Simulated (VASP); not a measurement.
Here is a VASP 6.6.1 calculation.

Contents of INCAR:

```
SYSTEM = Si
ALGO = Normal ; EDIFF = 1E-6
EDIFFG = -0.002 ; ENCUT = 600
GGA = PE ; IBRION = 2
ISIF = 3 ; ISMEAR = 0
LASPH = .True. ; LCHARG = .False.
LREAL = .False. ; LWAVE = .False.
NELM = 100 ; NSW = 100
PREC = Accurate ; SIGMA = 0.02
```

Contents of KPOINTS:

```
k-points
0
Gamma
  10 10 10
  0 0 0
```

File POSCAR:

```
Si
1.0
    0.0000000000      2.7200000000      2.7200000000
    2.7200000000      0.0000000000      2.7200000000
    2.7200000000      2.7200000000      0.0000000000
Si
2
Direct
    0.0000000000      0.0000000000      0.0000000000
    0.2500000000      0.2500000000      0.2500000000
```

Potentials or basis: VASP PAW PBE potentials, release 64 (Si).

Run with:

```bash
$ cat potpaw_PBE.64/Si/POTCAR > POTCAR
$ mpirun -np 1 vasp_std > vasp.out
```

What does it give for the space group after relaxing (to 0.05 Å)?

Fd-3m (No. 227).

What does it give for the relaxed volume?

20.44 Å³/atom.

Final structure:
```
CELL_PARAMETERS angstrom
0.00000 2.73429 2.73429
2.73429 0.00000 2.73429
2.73429 2.73429 0.00000
ATOMIC_POSITIONS crystal
Si 0.00000 0.00000 0.00000
Si 0.25000 0.25000 0.25000
```
